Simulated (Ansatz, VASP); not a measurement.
# Zn in two plane-wave programs, part 2 of 3

Wanted: the spread between two codes on one cell, functional and k mesh. Of the first pair: The structure shown is frame 250 of Ansatz's trajectory.

VASP 6.6.1 and Ansatz 0.2.0.

So far: Starting point; Ansatz: dynamics, PBE.

### Step 3. VASP: single point, PBE, pair 1

Level of this step: PBE; plane waves and PAW (Zn) (VASP).

The same cell, functional, mesh and smearing now go to VASP, with its own data sets.

Lines of VASP's logs that name or quote its potential files are left out, and so is its time.

Input file INCAR:

```
SYSTEM = Zn
PREC = Accurate
ENCUT = 400
EDIFF = 1E-06
NELM = 120
ISMEAR = -1
SIGMA = 0.062
LREAL = .FALSE.
ALGO = Normal
GGA = PE
NBANDS = 119
LORBIT = 11
LWAVE = .FALSE.
LCHARG = .FALSE.
ISIF = 2
LASPH = .TRUE.
GGA_COMPAT = .FALSE.
EFERMI = MIDGAP
```

Input file POSCAR:

```
Zn
1.0
    6.4182000000      0.0000000000      0.0000000000
    0.0000000000      6.4182000000      0.0000000000
    0.0000000000      0.0000000000      6.4182000000
Zn
16
Direct
    0.2651833847      0.1241625378      0.8575301486
    0.3018603347      0.4819108161      0.6495123243
    0.9599732012      0.1326072731      0.1079741984
    0.8694649590      0.6039543797      0.2217599950
    0.4631360818      0.5881088156      0.3280047365
    0.6551525350      0.0864728429      0.6920631953
    0.3593375090      0.2115546415      0.3566732106
    0.6559471503      0.9371319061      0.3119410427
    0.2073166932      0.8746689103      0.2197812471
    0.5593935995      0.3146988252      0.0133526534
    0.0219064535      0.7665233243      0.8697765729
    0.9376772304      0.8426038453      0.5092705120
    0.6522233648      0.6507587797      0.6817955190
    0.3077342557      0.8689975383      0.6042192515
    0.9194634010      0.3386463494      0.7640927363
    0.2178024991      0.4753046025      0.0538157116
```

Input file KPOINTS:

```
Automatic mesh
0
Gamma
1 1 1
0 0 0
```

The projector-augmented-wave data sets are Zn (PBE family, release 64).

Run with:

```console
$ mpirun -np 4 vasp_gam
```

Numbers of over 12 decimals in the logs are rounded to 6 here.

What it wrote:

```text
[banner, memory and clock lines left out]
running    4 mpi-ranks, on    1 nodes
 distrk:  each k-point on    4 cores,    1 groups
 distr:  one band on    1 cores,    4 groups

 POSCAR found type information on POSCAR Zn
 POSCAR found :  1 types and      16 ions
 LDA part: xc-table for (Slater+PW92), standard interpolation
|                                                                             |
|           W    W    AA    RRRRR   N    N  II  N    N   GGGG   !!!           |
|           W    W   A  A   R    R  NN   N  II  NN   N  G    G  !!!           |
|           W    W  A    A  R    R  N N  N  II  N N  N  G       !!!           |
|           W WW W  AAAAAA  RRRRR   N  N N  II  N  N N  G  GGG   !            |
|           WW  WW  A    A  R   R   N   NN  II  N   NN  G    G                |
|           W    W  A    A  R    R  N    N  II  N    N   GGGG   !!!           |
|                                                                             |
|     The number of bands has been changed from the values supplied in        |
|     The orbitals not found in the WAVECAR file will be initialized with     |
|     random numbers, which is usually adequate. For correlated               |
|     calculations, however, you should redo the groundstate calculation.     |
|     I found NBANDS = 119. Now, NBANDS = 120.                                |
|                                                                             |

 POSCAR, INCAR and KPOINTS ok, starting setup
 FFT: planning ... GRIDC
 FFT: planning ... GRID_SOFT
 FFT: planning ... GRID
 WAVECAR not read
 entering main loop
       N       E                     dE             d eps       ncg     rms          rms(c)
DAV:   1     0.183784843518E+04    0.18378E+04   -0.81108E+04   240   0.244E+03
DAV:   2     0.244243869165E+03   -0.15936E+04   -0.15399E+04   240   0.570E+02
DAV:   3    -0.368816722085E+01   -0.24793E+03   -0.23040E+03   256   0.186E+02
DAV:   4    -0.191003067209E+02   -0.15412E+02   -0.15087E+02   264   0.527E+01
DAV:   5    -0.192229106696E+02   -0.12260E+00   -0.12251E+00   264   0.472E+00    0.125E+01
DAV:   6    -0.174926017743E+02    0.17303E+01   -0.68852E+00   280   0.232E+01    0.855E+00
DAV:   7    -0.173641125706E+02    0.12849E+00   -0.87851E-01   264   0.825E+00    0.413E+00
DAV:   8    -0.173285324008E+02    0.35580E-01   -0.21440E-01   272   0.107E+01    0.822E-01
DAV:   9    -0.173278160113E+02    0.71639E-03   -0.73360E-02   264   0.511E+00    0.280E-01
DAV:  10    -0.173301491597E+02   -0.23331E-02   -0.26690E-02   256   0.106E+00    0.188E-01
DAV:  11    -0.173308434615E+02   -0.69430E-03   -0.87855E-03   264   0.117E+00    0.136E-01
DAV:  12    -0.173309334888E+02   -0.90027E-04   -0.80290E-04   264   0.488E-01    0.504E-02
DAV:  13    -0.173309370427E+02   -0.35539E-05   -0.35806E-04   264   0.326E-01    0.235E-02
DAV:  14    -0.173309559098E+02   -0.18867E-04   -0.12118E-04   256   0.894E-02    0.157E-02
DAV:  15    -0.173309633834E+02   -0.74735E-05   -0.27041E-05   256   0.456E-02    0.851E-03
DAV:  16    -0.173309640723E+02   -0.68889E-06   -0.66914E-06   256   0.423E-02
   1 F= -.17330964E+02 E0= -.17329590E+02  d E =-.274806E-02
```

From OUTCAR (step 3):

```text
ion  position               nearest neighbor table
   1  0.265  0.124  0.858-  14 2.32  10 2.46   3 2.53  16 2.60   2 2.67  15 2.68   6 2.73  11 2.78
                             9 2.85
   2  0.302  0.482  0.650-   5 2.41  14 2.50  13 2.50   7 2.58  16 2.65   1 2.67  15 2.72  11 2.93

  LATTYP: Found a simple cubic cell.
 ALAT       =     6.4182000000

 Subroutine GETGRP returns: Found  1 space group operations
 (whereof  1 operations were pure point group operations)

The static configuration has the point symmetry C_1 .

 Found      1 irreducible k-points:

   k-points           NKPTS =      1   k-points in BZ     NKDIM =      1   number of bands    NBANDS=    120

   dimension x,y,z NGX =    42 NGY =   42 NGZ =   42
   dimension x,y,z NGXF=    84 NGYF=   84 NGZF=   84

   ENCUT  =  400.0 eV  29.40 Ry    5.42 a.u.  10.47 10.47 10.47*2*pi/ulx,y,z

   NELECT =     192.0000    total number of electrons

 k-points in reciprocal lattice and weights: Automatic mesh
   0.00000000  0.00000000  0.00000000       1.000

 average (electrostatic) potential at core
       1 -37.4459       2 -37.4789       3 -37.2129       4 -37.2450       5 -37.4352
       6 -37.3933       7 -37.3326       8 -37.3226       9 -37.3462      10 -37.5533
      11 -37.4162      12 -37.5691      13 -37.4358      14 -37.4411      15 -37.3685
      16 -37.3014

 E-fermi :   1.4206

 k-point     1 :       0.0000    0.0000    0.0000
  band No.  band energies     occupation
    ...
     92       0.3503      2.00000
     93       0.5950      2.00000
     94       0.6943      1.99998
     95       0.8025      1.99991
     96       1.0128      1.99722
     97       1.8264      0.00287
     98       2.1181      0.00003
     99       3.1369      0.00000
    100       3.9740      0.00000
    101       4.3184      0.00000
    ...

  Total        8.6229373      9.4247742     17.8873527      0.6547264      0.2025873      1.0847882
  in kB       52.2547857     57.1138974    108.3969127      3.9676256      1.2276743      6.5737898
  external PRESSURE =      72.5885319 kB  Pullay stress =       0.0000000 kB

  energy-cutoff  :      400.00
  volume of cell :      264.39
      direct lattice vectors                 reciprocal lattice vectors
     6.418200000  0.000000000  0.000000000     0.155806924  0.000000000  0.000000000
     0.000000000  6.418200000  0.000000000     0.000000000  0.155806924  0.000000000
     0.000000000  0.000000000  6.418200000     0.000000000  0.000000000  0.155806924

 POSITION                                       TOTAL-FORCE (eV/Angst)
 -----------------------------------------------------------------------------------
      1.70200      0.79690      5.50380        -0.848095      0.822019      0.021957
      1.93740      3.09300      4.16870        -0.082668     -0.781841      1.038709
      6.16130      0.85110      0.69300        -0.644336      0.847853      0.053467
      5.58040      3.87630      1.42330         0.231674     -0.831721     -0.887209
      2.97250      3.77460      2.10520         0.449122      0.499150     -0.472428
      4.20490      0.55500      4.44180        -0.631844     -0.267083     -0.469470
      2.30630      1.35780      2.28920         0.137412     -0.171169     -0.016213
      4.21000      6.01470      2.00210        -1.242224      0.418404     -0.720824
      1.33060      5.61380      1.41060         0.467631     -0.800277     -0.084911
      3.59030      2.01980      0.08570         1.648715      0.147133      0.231314
      0.14060      4.91970      5.58240        -0.048674     -0.197057      0.000599
      6.01820      5.40800      3.26860         0.639544      0.437555      0.740568
      4.18610      4.17670      4.37590         0.142114     -0.126184      0.021195
      1.97510      5.57740      3.87800         1.018596     -0.269064     -0.774380
      5.90130      2.17350      4.90410         0.231806      0.548529      1.097938
      1.39790      3.05060      0.34540        -1.468773     -0.276247      0.219686
 -----------------------------------------------------------------------------------
    total drift:                               -0.002527      0.000789     -0.004452

  FREE ENERGIE OF THE ION-ELECTRON SYSTEM (eV)
  ---------------------------------------------------
  free  energy   TOTEN  =       -17.3309640723 eV

  energy  without entropy=      -17.3282160167  energy(sigma->0) =      -17.32959004

 total charge
# of ion       s       p       d       tot
------------------------------------------
    1        0.683   0.462   9.735  10.880
    2        0.678   0.447   9.722  10.847
    3        0.650   0.416   9.715  10.781
    4        0.680   0.357   9.724  10.762
    5        0.678   0.512   9.717  10.906
    6        0.671   0.397   9.721  10.789
    7        0.675   0.405   9.720  10.800
    8        0.685   0.448   9.719  10.852
    9        0.675   0.498   9.711  10.884
   10        0.667   0.371   9.741  10.778
   11        0.659   0.426   9.729  10.815
   12        0.720   0.501   9.737  10.958
   13        0.690   0.388   9.718  10.797
   14        0.679   0.532   9.723  10.934
   15        0.664   0.386   9.719  10.769
   16        0.665   0.510   9.713  10.888
--------------------------------------------------
tot         10.820   7.055 155.566 173.440
```

The run ends at a pressure of 7.26 GPa, with forces up to 1.7 eV/Å.

### Step 4. Comparison

Known differences besides the potentials themselves: the cutoff is 420 eV in Ansatz and 400 eV in VASP. Total energies have different zeros and are not compared.

Forces on 8 of the 16 atoms, those with the largest forces and the largest differences (eV/Å; atoms numbered as in POSCAR):

```tsv
atom	Ansatz x, y, z	VASP x, y, z
Zn2	-0.071, -0.771, 1.026	-0.083, -0.782, 1.039
Zn4	0.235, -0.812, -0.883	0.232, -0.832, -0.887
Zn8	-1.215, 0.403, -0.696	-1.242, 0.418, -0.721
Zn10	1.624, 0.145, 0.230	1.649, 0.147, 0.231
Zn12	0.616, 0.433, 0.728	0.640, 0.438, 0.741
Zn14	1.008, -0.265, -0.765	1.019, -0.269, -0.774
Zn15	0.227, 0.537, 1.103	0.232, 0.549, 1.098
Zn16	-1.454, -0.281, 0.218	-1.469, -0.276, 0.220
```

The forces differ by 11 meV/Å r.m.s., which is 1.7 % of the r.m.s. force of 0.643 eV/Å (both taken over all components).

### Step 5. Ansatz: dynamics, PBE

One frame of this run of dynamics is then solved in both programs, so the motion causes no difference.

The structure compared here is frame 500 of Ansatz's trajectory.

Input file input.yaml:

```yaml
crystal:
  lattice:
    - [6.4182, 0.0, 0.0]
    - [0.0, 6.4182, 0.0]
    - [0.0, 0.0, 6.4182]
  atoms:
    - { symbol: Zn, position: [0.29986, 0.25431, 0.84549] }
    - { symbol: Zn, position: [0.13139, 0.55496, 0.67768] }
    - { symbol: Zn, position: [0.10183, 0.14112, 0.14963] }
    - { symbol: Zn, position: [0.70248, 0.53447, 0.139] }
    - { symbol: Zn, position: [0.48425, 0.57069, 0.44817] }
    - { symbol: Zn, position: [0.82062, 0.06026, 0.62729] }
    - { symbol: Zn, position: [0.42864, 0.2046, 0.36149] }
    - { symbol: Zn, position: [0.43674, 0.92827, 0.01926] }
    - { symbol: Zn, position: [0.22969, 0.8394, 0.34235] }
    - { symbol: Zn, position: [0.72268, 0.15508, 0.12566] }
    - { symbol: Zn, position: [0.13141, 0.91721, 0.79303] }
    - { symbol: Zn, position: [0.88466, 0.70377, 0.42654] }
    - { symbol: Zn, position: [0.47171, 0.59341, 0.8427] }
    - { symbol: Zn, position: [0.47306, 0.90622, 0.62666] }
    - { symbol: Zn, position: [0.77082, 0.43474, 0.66983] }
    - { symbol: Zn, position: [0.26372, 0.49957, 0.14678] }
kpoints:
  mp_grid: { grid: [1, 1, 1] }
hamiltonian:
  xc: pbe
scf:
  occupations: { method: fermi_dirac, width: 0.062 }
output:
  forces: true
  stress: true
md:
  timestep: 4.0
  n_steps: 750
  ensemble: nvt_nose_hoover
  temperature: 1223
  initial_velocities: maxwell_boltzmann
  seed: 5
  temperature_schedule:
    - { n_steps: 93, end_temperature: 1223 }
    - { n_steps: 93, end_temperature: 723 }
```

Run with:

```console
$ ansatz run input.yaml --threads 8 --pin off --max-ram 15360MiB --backend cpu --events-out ev --progress --plain --runs-dir out
```

What it wrote:

```text
[...]
Crystal: 16 atoms, lattice volume = 264.387 Å³
Basis set: ecut = 420 eV, 5185 PW (Γ), exchange–correlation on 90×90×90 points (8 copies of the dense FFT grid, shifted against one another)
Bands: 116, of which v1, the nominal top of the filled ones, is band 96 counted from 1 (95 counted from 0)
Symmetry: 1 space group operations
k-points: 1
[...]
atom  16  Zn     0.41359492    -0.10192194    -0.12445032
  max |Σ_I F_I| component: 9.82e-6 eV/Å
--- Stress (GPa, compression-positive) ---
        5.358001      -0.573488       0.354271
       -0.573488       5.097570      -0.630871
        0.354271      -0.630871       9.863220
  P = ⅓ Tr σ = 6.7729 GPa (67.729 kbar)
--- MD trajectory: 750 steps, t = 0.0 → 3000.0 fs ---
[...]
conserved energy: peak-to-peak 1.831e-2 eV (1.144e-3 eV/atom) over 3000.0 fs
[key lines of the parts left out:]
SCF converged after 9 iterations
Free energy (F): -53105.196583 eV
Fermi energy:    8.915885 eV
```

### Step 6. VASP: single point, PBE, pair 2

The same cell, functional, mesh and smearing now go to VASP, with its own data sets.

INCAR is that of step 3.

Input file POSCAR:

```
Zn
1.0
    6.4182000000      0.0000000000      0.0000000000
    0.0000000000      6.4182000000      0.0000000000
    0.0000000000      0.0000000000      6.4182000000
Zn
16
Direct
    0.2415007323      0.1414103643      0.8383191549
    0.2425446387      0.4805085538      0.6521922034
    0.9563896420      0.0965223895      0.1196285563
    0.8244990807      0.5909445016      0.1546695335
    0.4767224455      0.5829671871      0.3411080988
    0.5629459973      0.2318874451      0.6614938768
    0.3320557166      0.1404599420      0.3172696395
    0.6647190801      0.9403726902      0.3022810134
    0.1898039949      0.7984637437      0.2537783179
    0.5705182138      0.2319186065      0.0411174473
    0.1055903524      0.7859212863      0.8715995139
    0.9789193232      0.9788570004      0.5620578979
    0.7564581970      0.6767473747      0.6610576174
    0.3989436291      0.8764918513      0.5630550622
    0.8837524540      0.3015954629      0.8254339223
    0.1681779938      0.4429902465      0.0764856190
```

KPOINTS is that of step 3.

Run with:

```console
$ mpirun -np 4 vasp_gam
```

What it wrote:

```text
[banner, memory and clock lines left out]
running    4 mpi-ranks, on    1 nodes
[...]
LDA part: xc-table for (Slater+PW92), standard interpolation
 [... a notice as in an earlier step ...]

 POSCAR, INCAR and KPOINTS ok, starting setup
[...]
entering main loop
       N       E                     dE             d eps       ncg     rms          rms(c)
DAV:   1     0.186090734107E+04    0.18609E+04   -0.80935E+04   240   0.244E+03
DAV:   2     0.261630227264E+03   -0.15993E+04   -0.15368E+04   240   0.572E+02
DAV:   3    -0.251268784251E+01   -0.26414E+03   -0.24366E+03   256   0.188E+02
DAV:   4    -0.196434677416E+02   -0.17131E+02   -0.16769E+02   256   0.552E+01
[...]
DAV:  14    -0.177465394577E+02   -0.32867E-04   -0.16490E-04   256   0.933E-02    0.150E-02
DAV:  15    -0.177465448231E+02   -0.53654E-05   -0.25667E-05   264   0.575E-02    0.768E-03
DAV:  16    -0.177465450896E+02   -0.26650E-06   -0.60089E-06   256   0.395E-02
   1 F= -.17746545E+02 E0= -.17746404E+02  d E =-.282202E-03
```

From OUTCAR (step 6):

```text
  Total       11.0424926      9.3497380     18.7391700     -0.3370538     -4.3003257     -0.0791948
  in kB       66.9172306     56.6591802    113.5589047     -2.0425379    -26.0598669     -0.4799187
  external PRESSURE =      79.0451052 kB  Pullay stress =       0.0000000 kB

 POSITION                                       TOTAL-FORCE (eV/Angst)
 -----------------------------------------------------------------------------------
      1.55000      0.90760      5.38050        -0.433540      0.032469      0.020093
      1.55670      3.08400      4.18590         0.192019      0.263267     -0.114609
      6.13830      0.61950      0.76780         0.529368     -0.409902      0.700156
      5.29180      3.79280      0.99270        -0.143149     -0.070287     -0.276237
      3.05970      3.74160      2.18930         0.581445     -1.533711     -0.151243
      3.61310      1.48830      4.24560         0.043882     -0.119946     -1.277618
      2.13120      0.90150      2.03630        -0.270494      1.518333     -0.106830
      4.26630      6.03550      1.94010         0.469784     -0.364028      0.287655
      1.21820      5.12470      1.62880        -1.074223      0.174491     -0.576387
      3.66170      1.48850      0.26390         0.290913      0.597714      0.645124
      0.67770      5.04420      5.59410        -0.362583     -0.480477     -0.123591
      6.28290      6.28250      3.60740         0.035157      0.408741     -0.160874
      4.85510      4.34350      4.24280        -0.565530     -0.376887     -0.263452
      2.56050      5.62550      3.61380        -0.249201     -0.312577      1.724272
      5.67210      1.93570      5.29780         0.479239      1.108997     -0.718692
      1.07940      2.84320      0.49090         0.476913     -0.436197      0.392232
 -----------------------------------------------------------------------------------
    total drift:                               -0.004921      0.000230     -0.002317

  FREE ENERGIE OF THE ION-ELECTRON SYSTEM (eV)
  ---------------------------------------------------
  free  energy   TOTEN  =       -17.7465450896 eV

  energy  without entropy=      -17.7462628872  energy(sigma->0) =      -17.74640399

[... 2 parts as in an earlier step ...]

[... 1 further part left out ...]
[key lines of the parts left out:]
E-fermi :   1.5072
```

The run ends at a pressure of 7.90 GPa, with forces up to 1.8 eV/Å.

### Step 7. Differences

Forces on 7 of the 16 atoms, those with the largest forces and the largest differences (eV/Å; atoms numbered as in POSCAR):

```tsv
atom	Ansatz x, y, z	VASP x, y, z
Zn3	0.526, -0.403, 0.686	0.529, -0.410, 0.700
Zn5	0.568, -1.505, -0.144	0.581, -1.534, -0.151
Zn6	0.040, -0.122, -1.250	0.044, -0.120, -1.278
Zn7	-0.260, 1.490, -0.108	-0.270, 1.518, -0.107
Zn9	-1.058, 0.178, -0.572	-1.074, 0.174, -0.576
Zn14	-0.250, -0.307, 1.692	-0.249, -0.313, 1.724
Zn15	0.470, 1.095, -0.700	0.479, 1.109, -0.719
```

The forces differ by 11 meV/Å r.m.s., which is 1.8 % of the r.m.s. force of 0.607 eV/Å (both taken over all components).

[end of part 2 of 3]

[Lines on the potential files, build, host, timing and source positions are cut from VASP's logs without a mark.]

[Logs are printed without paths, hosts, clocks, repeated set-up lines and the standing remarks that a program may print on its own settings, such as how far it seeks lower states.]

[Hosts, paths, dates, database ids (printed as entryN), source tags and the programs' standing remarks are cut or masked in the printed files.]
